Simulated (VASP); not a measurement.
Consider the following.

```
Ga2Sm
1.0
    4.19506     0.00000     0.00000
   -2.09753     3.63303     0.00000
    0.00000     0.00000     4.13254
Sm Ga
1 2
Direct
  0.00000   0.00000   0.00000
  0.33333   0.66667   0.50000
  0.66667   0.33333   0.50000
```

Level of theory: PBEsol GGA, VASP's PBE PAW potentials (set 64) (plane waves; VASP). Settings: 400 eV cut-off, 8×8×7 Γ-centred mesh, first-order Methfessel-Paxton smearing of 0.10 eV, potentials Sm_3 Ga_d.

The 4f electrons are frozen in the core of the lanthanide potential, so 4f levels, which can set the real gap, and their magnetism are missing.

Task: What does the run give for the energy per atom (σ→0), band gap (on the k-mesh) with the smallest direct gap where there is one?

Result: 
- band gap (on the k-mesh): none (metal, semimetal or under 0.01 eV)
- energy per atom (σ→0): -449.2 kJ/mol of atoms

The structure comes from a computed database's SmGa2 entry (P6/mmm); how it stands against other phases isn't given here. It was relaxed first. The start is the result of an earlier pass. The electron count is odd and the run is not spin-polarised, which forces a metal.
